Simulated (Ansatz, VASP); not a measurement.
**Cd3SbP: VASP beside Ansatz**

The input INCAR:

```
ALGO     = Normal         # electronic algorithm
EDIFF    = 1E-7           # SCF threshold, eV
ENCUT    = 520            # plane-wave cutoff, eV
GGA      = PE             # functional
ISIF     = 2              # what is computed and relaxed
ISMEAR   = 0              # smearing method
LASPH    = True           # aspherical terms in the spheres
LCHARG   = False          # write CHGCAR
LREAL    = False          # projectors in reciprocal space
LWAVE    = False          # write WAVECAR
NBANDS   = 31             # bands
NELM     = 100            # most SCF steps
PREC     = Accurate       # precision mode
SIGMA    = 0.05           # smearing width, eV
```

Contents of KPOINTS:

```
k-points
0
Gamma
  4 4 4
```

The input POSCAR:

```
Cd3SbP
1.0
    5.7232927108      0.0000000000      0.0000000000
    0.0000000000      5.7232927108      0.0000000000
    0.0000000000      0.0000000000      5.7232927108
P Sb Cd
1 1 3
Direct
    0.0000000000      0.0000000000      0.0000000000
    0.5000000000      0.5000000000      0.5000000000
    0.5000000000      0.5000000000      0.0000000000
    0.5000000000      0.0000000000      0.5000000000
    0.0000000000      0.5000000000      0.5000000000
```

Input for Ansatz:

```yaml
crystal:
  lattice:
    - [5.7232927108, 0.0, 0.0]
    - [0.0, 5.7232927108, 0.0]
    - [0.0, 0.0, 5.7232927108]
  atoms:
    - { symbol: P, position: [0.0, 0.0, 0.0] }
    - { symbol: Sb, position: [0.5, 0.5, 0.5] }
    - { symbol: Cd, position: [0.5, 0.5, 0.0] }
    - { symbol: Cd, position: [0.5, 0.0, 0.5] }
    - { symbol: Cd, position: [0.0, 0.5, 0.5] }
basis:
  ecutwfc: 420
kpoints:
  mp_grid: { grid: [4, 4, 4] }
hamiltonian:
  xc: pbe
scf:
  occupations: { method: gaussian, width: 0.05 }
output:
  forces: true
  stress: true
  eigenvalues: true
```

The cell comes from a database or a generator and needn't be the stable form of this composition.

Alike in both runs: task single point; functional PBE; k mesh 4 × 4 × 4; occupations gaussian, width 0.05 eV; no spin polarisation.

```csv
,VASP,Ansatz
version,VASP 6.6.1,Ansatz 0.2.0
potentials or method,"VASP PAW PBE potentials, release 64 (P, Sb, Cd)","scalar-relativistic, plane waves, PAW"
plane-wave cutoff (eV),520,420
valence electrons in the cell,46,80
```

|  | VASP | Ansatz | Ansatz less VASP |
| --- | --- | --- | --- |
| gap on the k mesh at the Fermi level (eV) | none | none | - |
| pressure (GPa) | -2.6 | -2.6 | -0.07 |

A gap of «none» marks a metal or a gap that the smearing closes. The two sets of potentials don't hold the same shells in valence.

The runs have no spin-orbit coupling, so splittings on Sb are missing.
